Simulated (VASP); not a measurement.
Given:

```
CELL_PARAMETERS angstrom
      4.44676     0.00000     0.00000
      0.00000     4.44676     0.00000
      0.00000     0.00000     2.92554
ATOMIC_POSITIONS crystal
  Cr 0.00000 0.00000 0.00000
  Cr 0.50000 0.50000 0.50000
  O  0.30365 0.30365 0.00000
  O  0.80365 0.19635 0.50000
  O  0.19635 0.80365 0.50000
  O  0.69635 0.69635 0.00000
```
Starting moments (μB, in the order of the record's atoms Cr Cr O O O O): 2.1 2.1 -0.1 -0.1 -0.1 -0.1.

Calculation: PBE GGA, VASP's PBE PAW potentials (set 64) (plane waves; VASP). Settings: 520 eV cut-off, 8×8×12 Γ-centred mesh, tetrahedra with Blöchl corrections, potentials Cr_pv O.

The cores are frozen, which limits the accuracy of field gradients.

Question: Give the principal components of the electric field gradient (V/Å²) and the asymmetry η at each nucleus.

Answer: 
| atom | Vxx | Vyy | Vzz | η |
|---|---|---|---|---|
| Cr1 | 34.5 | 12.4 | -47.0 | 0.47 |
| Cr2 | 34.5 | 12.4 | -47.0 | 0.47 |
| O3 | -22.7 | -3.7 | 26.5 | 0.72 |
| O4 | -22.7 | -3.7 | 26.5 | 0.72 |
| O5 | -22.7 | -3.7 | 26.5 | 0.72 |
| O6 | -22.7 | -3.7 | 26.5 | 0.72 |

The compound is CrO2 in the rutile structure. It was relaxed first.
